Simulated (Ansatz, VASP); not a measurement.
## ZrNb3 in VASP and in Ansatz

The input INCAR:

```
PREC = Accurate ; ENCUT = 600
EDIFF = 1E-6 ; ISMEAR = 0
SIGMA = 0.1 ; LREAL = F
LASPH = T ; NELM = 100
ALGO = Normal ; ISIF = 3
LWAVE = F ; LCHARG = F
GGA = PE ; IBRION = 2
NSW = 90 ; EDIFFG = -0.04
```

File KPOINTS:

```
regular mesh
0
Gamma
  4 4 4
```

Contents of POSCAR:

```
ZrNb3
1.0
    3.9661167935      0.0000000000      0.0000000000
    0.0000000000      3.9661167935      0.0000000000
    0.0000000000      0.0000000000      3.9661167935
Zr Nb
1 3
Direct
    0.0000000000      0.0000000000      0.0000000000
    0.0000000000      0.5000000000      0.5000000000
    0.5000000000      0.0000000000      0.5000000000
    0.5000000000      0.5000000000      0.0000000000
```

Input for Ansatz:

```yaml
crystal:
  lattice:
    - [3.9661167935, 0.0, 0.0]
    - [0.0, 3.9661167935, 0.0]
    - [0.0, 0.0, 3.9661167935]
  atoms:
    - { symbol: Zr, position: [0.0, 0.0, 0.0] }
    - { symbol: Nb, position: [0.0, 0.5, 0.5] }
    - { symbol: Nb, position: [0.5, 0.0, 0.5] }
    - { symbol: Nb, position: [0.5, 0.5, 0.0] }
basis:
  ecutwfc: 420
kpoints:
  mp_grid: { grid: [4, 4, 4] }
hamiltonian:
  xc: pbe
scf:
  occupations: { method: gaussian, width: 0.1 }
  lower_state_search: "off"
output:
  forces: true
  stress: true
  eigenvalues: true
relax:
  adjacent_minimum: "off"
  f_tol: 0.04
  max_steps: 70
  cell: { stress_tol: 0.4 }
```

Alike in both runs: task relaxation of cell and atoms; functional PBE; k mesh 4 × 4 × 4; occupations gaussian, width 0.1 eV; no spin polarisation.

```csv
,VASP,Ansatz
version,VASP 6.6.1,Ansatz 0.2.0
potentials or method,"VASP PAW PBE potentials, release 64 (Zr_sv, Nb_sv)","scalar-relativistic, plane waves, PAW"
plane-wave cutoff (eV),600,420
valence electrons in the cell,51,51
```

|  | VASP | Ansatz | Ansatz less VASP |
| --- | --- | --- | --- |
| gap on the k mesh at the Fermi level, each at its own relaxed structure (eV) | none | none | - |
| relaxed volume (Å³/atom) | 19.55 | 19.54 | -0.013 |
| relaxed cell length with the largest relative difference (Å) | 4.276 | 4.276 | -0.0009 |
| energy change over the relaxation (meV/atom) | -470 | -475 | -5.1 |

A gap of «none» marks a metal or a gap that the smearing closes.

Caveats: the k mesh is coarse (spacing up to 0.40 Å⁻¹), so the values aren't converged; the volume moved by over 15 % at a fixed basis, so the end points are rough (VASP).
